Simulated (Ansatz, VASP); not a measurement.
# Sn in two plane-wave programs, part 2 of 2

One calculation is typed for both programs; each brings its own data sets. How far apart do they land? The cell is taken from a series of runs on this material, whose earlier steps may have relaxed, scaled, displaced or heated it; both programs get it as it stands.

VASP 6.6.1 and Ansatz 0.2.0.

So far: Set-up; VASP: zone-centre phonons, LDA.

### 2. VASP: zone-centre phonons, LDA (continued)

Level of this step: LDA; plane waves and PAW (Sn_d) (VASP).

Numbers of over 12 decimals in the logs are rounded to 6 here.

From OUTCAR (step 2):

```text
ion  position               nearest neighbor table
   1  0.500  0.500  0.500-   2 2.84   2 2.84   2 2.84   2 2.84
   2  0.750  0.750  0.750-   1 2.84   1 2.84   1 2.84   1 2.84

  LATTYP: Found a trigonal (rhomboedric) cell.
 ALAT       =     4.6336489343
 COS(alpha) =     0.4986780151

 Subroutine GETGRP returns: Found 12 space group operations
 (whereof  6 operations were pure point group operations)

The static configuration has the point symmetry C_3v.
 The point group associated with its full space group is D_3d.

   k-points           NKPTS =   1728   k-points in BZ     NKDIM =   1728   number of bands    NBANDS=     20

   dimension x,y,z NGX =    36 NGY =   36 NGZ =   36
   dimension x,y,z NGXF=    72 NGYF=   72 NGZF=   72

   ENCUT  =  500.0 eV  36.75 Ry    6.06 a.u.   8.45  8.45  8.45*2*pi/ulx,y,z

   NELECT =      28.0000    total number of electrons

 k-points in reciprocal lattice and weights: Points of the shifted mesh
   0.04166667  0.04166667  0.04166667       0.001
   0.04166667  0.04166667  0.12500000       0.001
   0.04166667  0.04166667  0.20833333       0.001
   0.04166667  0.04166667  0.29166667       0.001
   0.04166667  0.04166667  0.37500000       0.001
   0.04166667  0.04166667  0.45833333       0.001
   0.04166667  0.04166667  0.54166667       0.001
   0.04166667  0.04166667  0.62500000       0.001
   0.04166667  0.04166667  0.70833333       0.001
[...]
0.95833333  0.95833333  0.87500000       0.001
   0.95833333  0.95833333  0.95833333       0.001

 average (electrostatic) potential at core
       1-101.6841       2-101.6841

  Total       -0.7094128     -0.7094128     -0.7094128      0.0004352      0.0004352      0.0004352
  in kB      -16.1248527    -16.1248527    -16.1248527      0.0098922      0.0098922      0.0098922
  external PRESSURE =     -16.1248527 kB  Pullay stress =       0.0000000 kB

  energy-cutoff  :      500.00
  volume of cell :       70.49
      direct lattice vectors                 reciprocal lattice vectors
    -0.004330035  3.276483152  3.276483152    -0.152300471  0.152502010  0.152502010
     3.276483152 -0.004330035  3.276483152     0.152502010 -0.152300471  0.152502010
     3.276483152  3.276483152 -0.004330035     0.152502010  0.152502010 -0.152300471

 POSITION                                       TOTAL-FORCE (eV/Angst)
 -----------------------------------------------------------------------------------
      3.27322      3.27322      3.27322        -0.000202     -0.000202     -0.000202
      4.91257      4.91257      4.91257         0.000202      0.000202      0.000202
 -----------------------------------------------------------------------------------
    total drift:                                0.000000      0.000000      0.000000

 Eigenvectors and eigenvalues of the dynamical matrix
 ----------------------------------------------------

   1 f  =    5.507877 THz    34.607009 2PiTHz  183.722987 cm-1    22.778737 meV
             X         Y         Z           dx          dy          dz
      3.273223  3.273223  3.273223    -0.408248   -0.408248   -0.408248
      4.912572  4.912572  4.912572     0.408248    0.408248    0.408248

   2 f  =    5.488163 THz    34.483146 2PiTHz  183.065415 cm-1    22.697209 meV
             X         Y         Z           dx          dy          dz
      3.273223  3.273223  3.273223     0.061122   -0.527751    0.466629
      4.912572  4.912572  4.912572    -0.061122    0.527751   -0.466629

   3 f  =    5.488163 THz    34.483146 2PiTHz  183.065415 cm-1    22.697209 meV
             X         Y         Z           dx          dy          dz
      3.273223  3.273223  3.273223     0.574106   -0.234119   -0.339986
      4.912572  4.912572  4.912572    -0.574106    0.234119    0.339986

   4 f  =    0.000000 THz     0.000001 2PiTHz    0.000004 cm-1     0.000000 meV
             X         Y         Z           dx          dy          dz
      3.273223  3.273223  3.273223     0.001108   -0.115733    0.697571
      4.912572  4.912572  4.912572     0.001108   -0.115733    0.697571

   5 f  =    0.000000 THz     0.000000 2PiTHz    0.000002 cm-1     0.000000 meV
             X         Y         Z           dx          dy          dz
      3.273223  3.273223  3.273223     0.702297   -0.081037   -0.014560
      4.912572  4.912572  4.912572     0.702297   -0.081037   -0.014560

   6 f  =    0.000000 THz     0.000000 2PiTHz    0.000001 cm-1     0.000000 meV
             X         Y         Z           dx          dy          dz
      3.273223  3.273223  3.273223     0.082327    0.692848    0.114819
      4.912572  4.912572  4.912572     0.082327    0.692848    0.114819

 ELASTIC MODULI CONTR FROM IONIC RELAXATION (kBar)
 Direction    XX          YY          ZZ          XY          YZ          ZX
 --------------------------------------------------------------------------------
 XX          -0.0042     -0.0031     -0.0031      0.5332      0.1564      0.6398
 YY          -0.0031     -0.0042     -0.0031      0.6398      0.5332      0.1564
 ZZ          -0.0031     -0.0031     -0.0042      0.1564      0.6398      0.5332
 XY           0.5332      0.6398      0.1564   -174.8400      1.9437      1.9437
 YZ           0.1564      0.5332      0.6398      1.9437   -174.8400      1.9437
 ZX           0.6398      0.1564      0.5332      1.9437      1.9437   -174.8400
 --------------------------------------------------------------------------------
```

### 3. Ansatz: zone-centre phonons, LDA

Ansatz runs on its PAW soft_1 files.

The same cell, functional (in two slightly different forms), mesh and smearing now go to Ansatz, which takes its cutoff from its data sets.

Input file input.yaml:

```yaml
crystal:
  lattice:
    - [-0.0043300346, 3.2764831525, 3.2764831525]
    - [3.2764831525, -0.0043300346, 3.2764831525]
    - [3.2764831525, 3.2764831525, -0.0043300346]
  atoms:
    - { symbol: Sn, position: [0.4998328037, 0.4998328037, 0.4998328037] }
    - { symbol: Sn, position: [0.7501671963, 0.7501671963, 0.7501671963] }
kpoints:
  mp_grid: { grid: [12, 12, 12], shift: [0.5, 0.5, 0.5] }
hamiltonian:
  xc: lda
  pseudopotentials: { kind: paw, azcp: { folder: soft_1 }, xc_functional: pbe }
scf:
  occupations: { method: gaussian, width: 0.015 }
output:
  eigenvalues: true
phonons:
  method: dfpt
```

Run with:

```
$ ansatz run input.yaml --threads 4 --pin off --max-ram 10240MiB --backend cpu --events-out ev --progress --plain --runs-dir out
```

The log of the run:

```text
Engine: ansatz 0.2.0, aarch64-unknown-linux-gnu
Pseudopotentials: kind: paw
Pseudopotential: Sn, paw, valence charge 14, recommended cutoff 420 eV (normal), soft_1/Sn.paw.azcp
Functional definition: SPW92
  exchange = slater_x
  correlation = pw_c
Crystal: 2 atoms, lattice volume = 70.488 Å³
Basis set: ecut = 420 eV, 1399 PW (Γ), exchange–correlation on 64×64×64 points (8 copies of the dense FFT grid, shifted against one another)
Bands: 18, of which v1, the nominal top of the filled ones, is band 14 counted from 1 (13 counted from 0)
Symmetry: 12 space group operations
k-points: 468 of 1728 (irreducible under 2 space group operations, time reversal used)
Non-local potential: Sn, projectors of the file, l = 0: 2, l = 1: 2, l = 2: 2, l = 3: 1
PAW form: soft (Blöchl's): semilocal exchange-correlation on the pseudo side does not see the compensation charge
PAW frozen core: Sn, regenerated for the run's functional, and the local potential with it (the file was generated under x = pbe(κ = 0.804, μ = 0.219515), c = pbe(β = 0.066725))
PAW one-centre angular grid: Sn, 590 points (default); XC on 64 Gauss nodes
Initial density: superposition of atomic densities (chi_scale 0.1, normalization cell)
Initial wavefunctions: pseudopotential atomic-orbital guess
Functional: x = slater, c = lda
SCF iter   1: F=—  HF=-11759.258257 eV  |F-HF|=—  |Δ(HF+E_count)|=         —  Δρ=2.14e-2  dr2=3.68e-1  ethr=3.10e-3  ⟨swp⟩=6.0  Hψ=45662  notcnv=0
preconditioner: auto → none  [insulator: Δε(μ)=0.019 eV  Ē_g=19.818 eV  σ=0.015 eV  W_gap=0.63  n_scr=14 (ndim 8)  ℏωp=23.4 eV  f_vac=0.010  D(μ)=0.16/eV (n_scr^D=0)  ε∞_Penn≈2.4]
SCF iter   2: F=—  HF=-11759.149632 eV  |F-HF|=—  |Δ(HF+E_count)|=   1.09e-1  Δρ=8.97e-3  dr2=6.01e-2  ethr=1.31e-3  ⟨swp⟩=2.0  Hψ=14028  notcnv=0
SCF iter   3: F=—  HF=-11759.135543 eV  |F-HF|=—  |Δ(HF+E_count)|=   1.41e-2  Δρ=9.53e-4  dr2=4.46e-4  ethr=2.14e-4  ⟨swp⟩=2.0  Hψ=12169  notcnv=0
SCF iter   4: F=—  HF=-11759.135653 eV  |F-HF|=—  |Δ(HF+E_count)|=   1.10e-4  Δρ=4.36e-4  dr2=5.06e-5  ethr=1.59e-6  ⟨swp⟩=2.0  Hψ=16207  notcnv=0
SCF iter   5: F=—  HF=-11759.135646 eV  |F-HF|=—  |Δ(HF+E_count)|=   6.64e-6  Δρ=1.16e-4  dr2=3.67e-6  ethr=1.81e-7  ⟨swp⟩=2.0  Hψ=13104  notcnv=0
SCF iter   6: F=—  HF=-11759.135648 eV  |F-HF|=—  |Δ(HF+E_count)|=   1.35e-6  Δρ=2.22e-5  dr2=1.93e-7  ethr=1.31e-8  ⟨swp⟩=2.0  Hψ=14971  notcnv=0
SCF iter   7: F=—  HF=-11759.135647 eV  |F-HF|=—  |Δ(HF+E_count)|=   1.31e-7  Δρ=2.55e-6  dr2=4.09e-9  ethr=6.88e-10  ⟨swp⟩=1.0  Hψ=8424  notcnv=0
SCF iter   8: F=—  HF=-11759.135647 eV  |F-HF|=—  |Δ(HF+E_count)|=  6.44e-10  Δρ=3.00e-7  dr2=3.14e-11  ethr=1.46e-11  ⟨swp⟩=2.0  Hψ=14790  notcnv=0
SCF iter   9: F=-11759.135647 eV  HF=-11759.135647 eV  |F-HF|=1.82e-12  |Δ(HF+E_count)|=  9.09e-12  Δρ=4.23e-8  dr2=5.31e-13  ethr=1.00e-12  ⟨swp⟩=6.2  Hψ=38443  notcnv=0
SCF 1 converged in 9 iterations: F = -11759.135647 eV  dr2 = 5.31e-13
  greatest PAW one-centre occupation: 0.992 electrons in one spin orbital (limit 2), on the Sn atom at site 1 (counted from 0), in its partial waves of l = 2
DFPT response loops at Γ: preconditioner auto → Kerker (q_TF=auto, 2.339 Å⁻¹) (partly filled bands, converged f_vac=0.091); β = 1.00, the filter's whole step (`scf.mixing.beta` (0.50) is not read by the response loops under this deck's `scf.mixing.preconditioner`; to damp them name `kerker` or `kerker_dos`, under which they read `scf.mixing.beta`, and type it under 1.00, their step now; both keys bind the ground state too); Broyden in place of MSR1
SCF converged after 9 iterations
Free energy (F): -11759.135647 eV
Harris-Foulkes:  -11759.135647 eV  (|F-HF|=1.82e-12)
Internal energy: -11759.135647 eV  (E = F + TS)
E sigma→0 (E₀):  -11759.135647 eV
Entropy (-TS):   -0.000000 eV (-0.000 meV/atom)
Fermi energy:    7.171633 eV
--- Per-component energies (eV) ---
  E_band       = -263.946421
  E_kinetic    = 338.246583
  E_local      = -2668.063317  (includes V_loc(G=0)·N_el)
  E_nonlocal   = 298.817457
  E_hartree    = 1290.315606
  E_xc         = -249.576845
  E_vxc        = -161.743854  (∫ρ·V_xc dr)
  E_paw        = -8451.186687  (= ΣΔE_a)
  E_vpaw       = -651.835083  (= ΣTr[D̂ρ^β])
  E_aug_tail   = 0.000553  (compensation charges beyond the density's cutoff)
  E_ewald      = -2318.538779
  E_core_change = 0.849782  (= ΣΔE_core)
  E_smearing   = -0.000000  (= −TS)
  E_closure    = 0.000000  (closes the sum)
  Σ components = -11759.135647   (vs F -11759.135647, Δ=0.00e0)
--- Band table (eV; the first three rows and the last of 468) ---
  k-point 0: bands = [... 10 lower, -3.2862, 5.8704, 7.2041, 7.2041, 7.3767, 9.3492, 9.3492, 9.3677]
  k-point 1: bands = [... 10 lower, -3.1996, 5.1166, 6.8405, 7.1379, 7.7034, 9.4429, 9.4899, 9.8819]
  k-point 2: bands = [... 10 lower, -2.9870, 3.9942, 6.4750, 6.8760, 7.7020, 9.7762, 9.9502, 10.6523]
  k-point 467: bands = [... 10 lower, -1.7409, 0.9218, 5.8735, 6.0542, 7.2248, 10.3206, 10.4392, 12.7948]
--- Phonons (Γ-DFPT): 1 representative perturbation + reference, on 468 of 1728 k-points (Σ response iterations 3) ---
  k mesh reduced under 2 symmetry operations, with k and −k counted as one. Each operation leaves every solved perturbation unchanged. A smaller set is not used because it would not reduce the number of displacements times k-points to solve
  ASR residual: 2.628e-5 → 0.000e0 eV/Å²; symmetrization residual: 2.409e-12 eV/Å²
  ASR residual per site (eV/Å²): 2.63e-5 2.63e-5
  Γ frequencies (cm⁻¹): 0.00 0.00 0.00 182.99 182.99 183.41
  non-analytic LO–TO correction: not included (Born effective charges unavailable; polar crystals: no LO–TO splitting at Γ)
```

Reading the cycles: dr2 is the Hartree energy of the density residual (eV), the measure of convergence; HF is the Harris–Foulkes estimate of the energy, which meets the free energy F at convergence.

### 4. Side by side

Known differences besides the potentials themselves: the two LDA forms differ slightly; the cutoff is 420 eV in Ansatz and 500 eV in VASP; VASP's log shows a relativistic correction to its local exchange, Ansatz's none. Total energies have different zeros and are not compared.

Both answers:

| quantity | Ansatz | VASP | difference |
| --- | --- | --- | --- |
| optical mode 1 to 2 (cm⁻¹) | 183.0 | 183.1 | -0.04 % |
| optical mode 3 (cm⁻¹) | 183.4 | 183.7 | -0.17 % |

Modes are paired by rising frequency, not by their patterns, so a pair may set unlike modes beside each other; they are those without the splitting of longitudinal modes.

### 5. Results

| Quantity | Value |
| --- | --- |
| r.m.s. difference of the optical zone-centre modes, each program's sorted by frequency (zone-centre phonons, LDA) | 0.19 cm⁻¹ |

The r.m.s. difference of the optical zone-centre modes, each program's sorted by frequency is 0.19 cm⁻¹ (zone-centre phonons, LDA). Such differences can come from data sets, numerical settings and the points named under the comparisons, not from the functional's error against experiment.

[Lines on the potential files, build, host, timing and source positions are cut from VASP's logs without a mark.]

[Logs are printed without paths, hosts, clocks, repeated set-up lines and the standing remarks that a program may print on its own settings, such as how far it seeks lower states.]

[Hosts, paths, dates, database ids (printed as entryN), source tags and the programs' standing remarks are cut or masked in the printed files.]
